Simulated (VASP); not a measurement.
Input:

```xyz
2
Lattice="0.0000 2.2191 2.2191 2.2191 0.0000 2.2191 2.2191 2.2191 0.0000" Properties=species:S:1:pos:R:3 pbc="T T T"
B      0.0000     0.0000     0.0000
P      1.1096     1.1096     1.1096
```

Calculation: revTPSS meta-GGA, VASP's PBE PAW potentials (set 64) (plane waves; VASP 6.6.1). Run with 520 eV cut-off, 10×10×10 Γ-centred mesh, Gaussian smearing of 0.050 eV, potentials B P.

Question: Predict the energy per atom (σ→0), pressure.

Answer: 
```json
{
 "energy per atom (σ→0)": "-7.557 eV/atom",
 "pressure": "11.47 GPa"
}
```

Total energies compare only between runs with the same potentials, cut-off and functional.

The compound is BP in the zinc blende structure. This cell is one point of a volume scan, at 0.94 of the reference volume.
